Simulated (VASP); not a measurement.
Si2WC3, 6 atoms in the cell. The structure is hexagonal, space group P6/mmm (No. 191). Conventional cell: a = 3.824 Å, b = 3.824 Å, c = 8.422 Å, α = 90.00°, β = 90.00°, γ = 120.00°. Si (site symmetry 6mm) is surrounded by 1 W at 1.86 Å. Around W (site symmetry 6/mmm) lie 2 Si at 1.86 Å. Around C (site symmetry -6m2) lie 3 C at 2.21 Å and 3 W at 2.21 Å. Around C (site symmetry 6/mmm) lie 2 Si at 2.35 Å. The cell was built by a generator and needn't be a form met in nature.

* Program: VASP 6.6.1
* Task: relaxation of cell and atoms
* Functional: PBE
* Potentials or basis: VASP PAW PBE potentials, release 64 (Si, W_sv, C)
* Cutoff: 520 eV
* k mesh: 5 × 5 × 2
* Occupations: gaussian, width 0.15 eV
* Spin: no spin polarisation
* Further INCAR settings: PREC = Normal; ALGO = Fast; EDIFF = 0.0001; IBRION = 2; EDIFFG = -0.08; NSW = 24; ISIF = 3

Potentials or basis: VASP PAW PBE potentials, release 64 (Si, W_sv, C).

Launch:

```bash
$ cat potpaw_PBE.64/Si/POTCAR potpaw_PBE.64/W_sv/POTCAR potpaw_PBE.64/C/POTCAR > POTCAR
$ mpirun -np 1 vasp_std > vasp.out
```

Hardware: 1 thread of Intel(R) Xeon(R) Platinum 8488C (Sapphire Rapids) (shared host).

Question: Estimate the wall time of this run.

Answer: Wall time 2.4 min on 1 thread of Intel(R) Xeon(R) Platinum 8488C (Sapphire Rapids) (shared host), peak memory 0.19 GiB. Counts: scf iterations 194, k points 10, ion steps 14.
